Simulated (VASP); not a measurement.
Wanted: the native input for a VASP 6.6.1 run.

* Task: relaxation of cell and atoms
* Functional: PBE
* Potentials or basis: VASP PAW PBE potentials, release 64 (Mo_sv)
* Cutoff: 520 eV
* k mesh: 18 × 18 × 18
* Occupations: gaussian, width 0.3 eV
* Spin: no spin polarisation
* Further INCAR settings: ALGO = Normal; EDIFF = 1e-07; IBRION = 2; EDIFFG = -0.002; NSW = 80; ISIF = 3

The structure of Mo lies in POSCAR:

```
Mo                                      
1.0
   -1.5816529959      1.5816529959      1.5816529959
    1.5816529959     -1.5816529959      1.5816529959
    1.5816529959      1.5816529959     -1.5816529959
  Mo            
     1
Direct
     0.0000000000000000    0.0000000000000000    0.0000000000000000
```

One way to write it, as run:

INCAR

```
SYSTEM = Mo
ALGO     = Normal         ! electronic algorithm
EDIFF    = 1E-7           ! SCF threshold, eV
EDIFFG   = -0.002         ! ionic threshold
ENCUT    = 520            ! plane-wave cutoff, eV
GGA      = PE             ! functional
IBRION   = 2              ! ionic algorithm
ISIF     = 3              ! what is computed and relaxed
ISMEAR   = 0              ! smearing method
LASPH    = .True.         ! aspherical terms in the spheres
LCHARG   = .False.        ! write CHGCAR
LREAL    = .False.        ! projectors in reciprocal space
LWAVE    = .False.        ! write WAVECAR
NELM     = 60             ! most SCF steps
NSW      = 80             ! ionic steps
PREC     = Accurate       ! precision mode
SIGMA    = 0.3            ! smearing width, eV
```

KPOINTS

```
k-points
0
Gamma
  18 18 18
  0 0 0
```

Potentials or basis: VASP PAW PBE potentials, release 64 (Mo_sv).

The run is started by

```bash
$ cat potpaw_PBE.64/Mo_sv/POTCAR > POTCAR
$ mpirun -np 1 vasp_std > vasp.out
```

Results of the run:

```
Pressure after relaxing : 0.0 GPa
Band gap on the k mesh  : none (metal or under the smearing width)
```

Caveat: the relaxation stopped at its first step, so nothing moved.

Wall time 15 s on 1 thread of Intel(R) Xeon(R) Platinum 8488C (Sapphire Rapids), with other jobs on the host, peak memory 0.15 GiB.
